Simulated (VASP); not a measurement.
A VASP calculation is set up with these files.

### INCAR
```
SYSTEM = Li
PREC = Accurate
ENCUT = 520
EDIFF = 1E-6
NELM = 100
ALGO = Normal
LREAL = .FALSE.
LASPH = .TRUE.
ISMEAR = 0
SIGMA = 0.001
GGA = PE
LWAVE = .FALSE.
LCHARG = .FALSE.
ISIF = 2
```

### KPOINTS
```
Automatic mesh
0
Gamma
3 3 3
0 0 0
```

File POSCAR:
```
Li
1
   -1.7450000000     1.7450000000     1.7450000000
    1.7450000000    -1.7450000000     1.7450000000
    1.7450000000     1.7450000000    -1.7450000000
Li
1
Direct
  0.0000000000   0.0000000000   0.0000000000
```

POTCAR, in this order: Li_sv (PBE.64 set). Program: vasp_std.

Output

**standard output**
```
 POSCAR found type information on POSCAR Li
 POSCAR found :  1 types and       1 ions
 Reading from existing POTCAR
 Reading from existing POTCAR
 LDA part: xc-table for (Slater+PW92), standard interpolation
 POSCAR, INCAR and KPOINTS ok, starting setup
 WAVECAR not read
 entering main loop
       N       E                     dE             d eps       ncg     rms          rms(c)
DAV:   1     0.245446713094E+01    0.24545E+01   -0.61428E+02    40   0.401E+02
DAV:   2    -0.162491333625E+01   -0.40794E+01   -0.40794E+01    70   0.601E+01
DAV:   3    -0.206101036849E+01   -0.43610E+00   -0.43610E+00    55   0.166E+01
DAV:   4    -0.206387217124E+01   -0.28618E-02   -0.28618E-02    55   0.158E+00
DAV:   5    -0.206388334998E+01   -0.11179E-04   -0.11179E-04    50   0.111E-01    0.202E-01
DAV:   6    -0.206289019698E+01    0.99315E-03   -0.26472E-04    65   0.102E-01    0.117E-01
DAV:   7    -0.206244271020E+01    0.44749E-03   -0.70669E-04    70   0.167E-01    0.292E-02
DAV:   8    -0.206244288119E+01   -0.17099E-06   -0.10079E-05    40   0.401E-02    0.361E-03
DAV:   9    -0.206243621688E+01    0.66643E-05   -0.10806E-06    25   0.153E-02    0.589E-04
DAV:  10    -0.206243419467E+01    0.20222E-05   -0.12018E-07    20   0.573E-03    0.475E-04
DAV:  11    -0.206243426677E+01   -0.72100E-07   -0.30434E-08    20   0.293E-03
   1 F= -.20624343E+01 E0= -.20624102E+01  d E =-.481816E-04
```

### OUTCAR
```
------------------------ aborting loop because EDIFF is reached ----------------------------------------
  FORCE on cell =-STRESS in cart. coord.  units (eV):
  Direction    XX          YY          ZZ          XY          YZ          ZX
  --------------------------------------------------------------------------------------
  Total       -0.1677754     -0.1677754     -0.1677754     -0.0000000     -0.0000000     -0.0000000
  in kB      -12.6471459    -12.6471459    -12.6471459     -0.0000000     -0.0000000     -0.0000000
  external PRESSURE =     -12.6471459 kB  Pullay stress =       0.0000000 kB
  volume of cell :       21.25
      direct lattice vectors                 reciprocal lattice vectors
    -1.745000000  1.745000000  1.745000000     0.000000000  0.286532951  0.286532951
     1.745000000 -1.745000000  1.745000000     0.286532951  0.000000000  0.286532951
     1.745000000  1.745000000 -1.745000000     0.286532951  0.286532951  0.000000000
 POSITION                                       TOTAL-FORCE (eV/Angst)
 -----------------------------------------------------------------------------------
      0.00000      0.00000      0.00000        -0.000000      0.000000      0.000000
 -----------------------------------------------------------------------------------
    total drift:                                0.000000      0.000000     -0.000000
  FREE ENERGIE OF THE ION-ELECTRON SYSTEM (eV)
  ---------------------------------------------------
  free  energy   TOTEN  =        -2.0624342668 eV

  energy  without entropy=       -2.0623860852  energy(sigma->0) =       -2.06241018
```
(Selected blocks of OUTCAR.)

The run ends quietly. Is anything wrong with it?

The cause: a metal was run with a tiny SIGMA on a coarse mesh. The run ends without an error. Against the sound run, the energy per atom (σ→0) drops by 0.157 eV/atom; the pressure falls by 0.58 GPa. To mend it, set ISMEAR = 1, set SIGMA = 0.1, correct KPOINTS.
### KPOINTS
```
Automatic mesh
0
Gamma
11 11 11
0 0 0
```
The mended run (PBE GGA, plane waves, VASP's PBE PAW potentials (set 64)) converges, and its OSZICAR ends with
```
   1 F= -.19059810E+01 E0= -.19057238E+01  d E =-.771495E-03
```

The compound is Li in the bcc structure. The cell was not relaxed at this level.
